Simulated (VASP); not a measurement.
Data:

```yaml
crystal:
  lattice:
    - [0.00000, 2.05900, 2.05900]
    - [2.05900, 0.00000, 2.05900]
    - [2.05900, 2.05900, 0.00000]
  atoms:
    - { symbol: Na, position: [0.00000, 0.00000, 0.00000] }
    - { symbol: F, position: [0.50000, 0.50000, 0.50000] }
```

All values below come from PBE GGA, VASP's PBE PAW potentials (set 64) (plane waves; VASP). Numerical set-up: 620 eV cut-off, 11×11×11 Γ-centred mesh, Gaussian smearing of 0.050 eV, potentials Na_pv F.

Q: Predict the energy per atom (σ→0), pressure, band gap (on the k-mesh) with the smallest direct gap where there is one.

A: 
The band gap (on the k-mesh) is 8.72 eV, the smallest direct gap (on the k-mesh) is 8.72 eV and the energy per atom (σ→0) is -3.868 eV/atom. The pressure comes out as 44.90 GPa.

The compound is NaF in the rock salt structure. It was relaxed first under an external pressure of 45 GPa.
